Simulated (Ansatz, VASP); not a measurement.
# Al2O3 (Corundum): VASP beside Ansatz, part 2 of 2

One calculation is typed for both programs; each brings its own data sets and cutoff. How far apart do they land? The cell is taken from a series of VASP runs on this material, whose earlier steps may have relaxed, scaled or displaced it; both programs get it as it stands.

VASP 6.6.1 and Ansatz 0.2.0.

So far: Starting point; Ansatz: relaxation of cell and atoms, LDA; VASP: relaxation of cell and atoms, LDA.

## Step 3: VASP: relaxation of cell and atoms, LDA (continued)

Level of this step: LDA; plane waves and PAW (Al, O) (VASP).

Numbers of over 12 decimals in the logs are rounded to 6 here.

From OUTCAR (step 3):

```text
ion  position               nearest neighbor table
   1  0.852  0.852  0.852-   9 1.85   8 1.85  10 1.85   7 1.96   6 1.96   5 1.96   2 2.63   3 2.78
                             3 2.78   3 2.78   2 3.20   2 3.20   2 3.20
   2  0.648  0.648  0.648-   8 1.85   9 1.85  10 1.85   7 1.96   5 1.96   6 1.96   1 2.63   4 2.78
                             4 2.78   4 2.78   1 3.20   1 3.20   1 3.20
   3  0.148  0.148  0.148-   6 1.85   5 1.85   7 1.85  10 1.96   9 1.96   8 1.96   4 2.63   1 2.78
                             1 2.78   1 2.78   4 3.20   4 3.20   4 3.20
   4  0.352  0.352  0.352-   5 1.85   6 1.85   7 1.85  10 1.96   8 1.96   9 1.96   3 2.63   2 2.78
                             2 2.78   2 2.78   3 3.20   3 3.20   3 3.20
   5  0.056  0.750  0.444-   4 1.85   3 1.85   2 1.96   1 1.96
   6  0.750  0.444  0.056-   3 1.85   4 1.85   1 1.96   2 1.96
   7  0.444  0.056  0.750-   3 1.85   4 1.85   1 1.96   2 1.96
   8  0.944  0.250  0.556-   2 1.85   1 1.85   4 1.96   3 1.96
   9  0.250  0.556  0.944-   1 1.85   2 1.85   3 1.96   4 1.96
  10  0.556  0.944  0.250-   1 1.85   2 1.85   3 1.96   4 1.96

  LATTYP: Found a trigonal (rhomboedric) cell.
 ALAT       =     5.0958750403
 COS(alpha) =     0.5684692727

 Subroutine GETGRP returns: Found 12 space group operations
 (whereof  6 operations were pure point group operations)

The static configuration has the point symmetry S_6 .
 The point group associated with its full space group is D_3d.

 Found     32 irreducible k-points:

   k-points           NKPTS =     32   k-points in BZ     NKDIM =     32   number of bands    NBANDS=     34

   dimension x,y,z NGX =    40 NGY =   40 NGZ =   40
   dimension x,y,z NGXF=    80 NGYF=   80 NGZF=   80

   ENCUT  =  520.0 eV  38.22 Ry    6.18 a.u.   9.47  9.47  9.47*2*pi/ulx,y,z

   NELECT =      48.0000    total number of electrons

 k-points in reciprocal lattice and weights: Automatic mesh
   0.00000000  0.00000000  0.00000000       0.005
   0.16666667  0.00000000  0.00000000       0.028
   0.33333333  0.00000000  0.00000000       0.028
   0.50000000  0.00000000  0.00000000       0.014
   0.16666667  0.16666667 -0.00000000       0.028
   0.33333333  0.16666667  0.00000000       0.056
   0.50000000  0.16666667  0.00000000       0.056
  -0.33333333  0.16666667  0.00000000       0.056
  -0.16666667  0.16666667  0.00000000       0.028
[...]
-0.33333333  0.50000000  0.33333333       0.028
   0.50000000  0.50000000  0.50000000       0.005

 average (electrostatic) potential at core
       1 -69.4269       2 -69.4269       3 -69.4269       4 -69.4269       5 -68.0257
       6 -68.0257       7 -68.0257       8 -68.0257       9 -68.0257      10 -68.0257

 E-fermi :   6.3302

 k-point     1 :       0.0000    0.0000    0.0000
  band No.  band energies     occupation
    ...
     20       5.5123      2.00000
     21       5.5123      2.00000
     22       5.9914      2.00000
     23       5.9914      2.00000
     24       6.0325      2.00000
     25      12.4364      0.00000
     26      15.0986      0.00000
     27      16.7909      0.00000
     28      17.5560      0.00000
     29      17.5560      0.00000
    ...

 k-point     2 :       0.1667    0.0000    0.0000
  band No.  band energies     occupation
    ...
     20       5.1376      2.00000
     21       5.3148      2.00000
     22       5.6784      2.00000
     23       5.9496      2.00000
     24       5.9802      2.00000
     25      13.0520      0.00000
     26      15.6091      0.00000
     27      16.3643      0.00000
     28      17.1134      0.00000
     29      17.3006      0.00000
    ...

 k-point     3 :       0.3333    0.0000    0.0000
  band No.  band energies     occupation
    ...
     20       4.6453      2.00000
     21       5.1514      2.00000
     22       5.4672      2.00000
     23       5.7944      2.00000
     24       5.8395      2.00000
     25      14.3311      0.00000
     26      15.8372      0.00000
     27      16.1005      0.00000
     28      16.6003      0.00000
     29      16.8706      0.00000
    ...

  Total        0.0353441      0.0353441      0.0147635      0.0000000     -0.0000000     -0.0000000
  in kB        0.6783647      0.6783647      0.2833574      0.0000000     -0.0000000     -0.0000000
  external PRESSURE =       0.5466956 kB  Pullay stress =       0.0000000 kB

  energy-cutoff  :      520.00
  volume of cell :       83.48
      direct lattice vectors                 reciprocal lattice vectors
     2.367062006  1.366623886  4.300848642     0.211232320  0.121955037  0.077504084
    -2.367062006  1.366623886  4.300848642    -0.211232320  0.121955037  0.077504084
     0.000000000 -2.733247773  4.300848642     0.000000000 -0.243910074  0.077504084

 POSITION                                       TOTAL-FORCE (eV/Angst)
 -----------------------------------------------------------------------------------
      0.00000     -0.00000     10.99256         0.000000     -0.000000      0.006411
      0.00000     -0.00000      8.36126         0.000000      0.000000     -0.006411
      0.00000     -0.00000      1.90999         0.000000      0.000000     -0.006411
      0.00000     -0.00000      4.54129         0.000000     -0.000000      0.006411
     -1.64330     -0.11302      5.37606         0.000166      0.000288     -0.000000
      0.72377      1.47965      5.37606         0.000166     -0.000288     -0.000000
      0.91953     -1.36662      5.37606        -0.000332      0.000000     -0.000000
      1.64330      0.11302      7.52649        -0.000166     -0.000288     -0.000000
     -0.72377     -1.47965      7.52649        -0.000166      0.000288     -0.000000
     -0.91953      1.36662      7.52649         0.000332      0.000000      0.000000
 -----------------------------------------------------------------------------------
    total drift:                               -0.000000      0.000000      0.000000

  FREE ENERGIE OF THE ION-ELECTRON SYSTEM (eV)
  ---------------------------------------------------
  free  energy   TOTEN  =       -83.1045886107 eV

  energy  without entropy=      -83.1045886107  energy(sigma->0) =      -83.10458861

 reached required accuracy - stopping structural energy minimisation

 total charge
# of ion       s       p       d       tot
------------------------------------------
    1        0.321   0.425   0.000   0.746
    2        0.321   0.425   0.000   0.746
    3        0.321   0.425   0.000   0.746
    4        0.321   0.425   0.000   0.746
    5        1.537   3.637   0.000   5.173
    6        1.537   3.637   0.000   5.173
    7        1.537   3.637   0.000   5.173
    8        1.537   3.637   0.000   5.173
    9        1.537   3.637   0.000   5.173
   10        1.537   3.637   0.000   5.173
--------------------------------------------------
tot         10.504  23.519   0.000  34.023

[... 3 further parts left out ...]
```

CONTCAR:

```
Al2O3
   1.00000000000000
     2.3670620060999998    1.3666238864000000    4.3008486417000000
    -2.3670620060999998    1.3666238864000000    4.3008486417000000
     0.0000000000000000   -2.7332477729000000    4.3008486417000000
  Al              O
     4     6
Direct
     0.8519681834999986    0.8519681834999986    0.8519681834999986
     0.6480318165000014    0.6480318165000014    0.6480318165000014
     0.1480318165000014    0.1480318165000014    0.1480318165000014
     0.3519681834999986    0.3519681834999986    0.3519681834999986
     0.0557658885999999    0.7500000000000000    0.4442341114000001
     0.7500000000000000    0.4442341114000001    0.0557658885999999
     0.4442341114000001    0.0557658885999999    0.7500000000000000
     0.9442341114000001    0.2500000000000000    0.5557658885999999
     0.2500000000000000    0.5557658885999999    0.9442341114000001
     0.5557658885999999    0.9442341114000001    0.2500000000000000
```

## Step 4: Differences

Known differences besides the potentials themselves: the two LDA forms differ slightly; both relaxations stop at a tolerance, which leaves soft axes loose, and VASP keeps its plane-wave basis; the cutoff is 420 eV in Ansatz and 520 eV in VASP; VASP's log shows a relativistic correction to its local exchange, Ansatz's none; Ansatz adds a Pulay correction to the stress that steers its cell, VASP none. Total energies have different zeros and are not compared.

Both answers:

```tsv
quantity	Ansatz	VASP	difference
volume (Å³)	83.24	83.48	-0.29 %
edge a after relaxation, in the typed setting (Å)	5.091	5.096	-0.09 %
```

The walks stopped with -0.02 GPa left in Ansatz and 0.05 GPa in VASP; each walk ends within a tolerance, so the volume difference is uncertain by about these residues over the bulk modulus, most in soft cells.

## Step 5: Summary of results

```json
{
  "difference in volume (relaxation of cell and atoms, LDA)": "-0.29 %"
}
```

In words: The difference in volume is -0.29 % (relaxation of cell and atoms, LDA), within the 1.2 % picked in this series as the mark of a large difference, as far as the stopping tolerances let one tell. How closely two codes agree says nothing of how well the functional describes the real material.

[Lines on the potential files, build, host, timing and source positions are cut from VASP's logs without a mark.]

[Logs are printed without paths, hosts, clocks, repeated set-up lines and the standing remarks that a program may print on its own settings, such as how far it seeks lower states.]

[Hosts, paths, dates, database ids (printed as entryN), source tags and the programs' standing remarks are cut or masked in the printed files.]
